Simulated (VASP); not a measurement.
A convergence study with VASP on KZnF₃ (cubic perovskite): one setting is varied, all else stays as given below, so the limit is that of these other settings.

```
KZnF3
1.0
    4.05000     0.00000     0.00000
    0.00000     4.05000     0.00000
    0.00000     0.00000     4.05000
K Zn F
1 1 3
Cartesian
  0.00000   0.00000   0.00000
  2.02500   2.02500   2.02500
  2.02500   0.00000   2.02500
  0.00000   2.02500   2.02500
  2.02500   2.02500   0.00000
```

The numbers are results of PBE GGA, VASP's PBE PAW potentials (set 64) (plane waves; VASP 6.6.1), not measurements. The tightest run used: 700 eV cut-off, 10×10×10 Monkhorst-Pack mesh, Gaussian smearing of 0.050 eV, potentials K_sv Zn F.

```
setting     E (eV/atom)  pressure (GPa)  irreducible k-points
----------  -----------  --------------  --------------------
1×1×1 mesh      -3.7299            6.56                     1
2×2×2 mesh      -4.0487            4.86                     1
3×3×3 mesh      -4.0555            4.76                     4
```

**Question.** These are the cheaper rows. Estimate the results at 10×10×10 mesh, and how far the last row shown lies from them.

**Answer.** 
| quantity | tightest run | last row shown is off by |
|---|---|---|
| E (eV/atom) | -4.0557 | 0.0001 |
| pressure (GPa) | 4.83 | -0.06 |

Left out are rungs that failed or repeat a setting and relaxations that didn't move; long series are thinned to 24 rows.

The compound is KZnF3 in the cubic perovskite structure. The cell was not relaxed at this level.
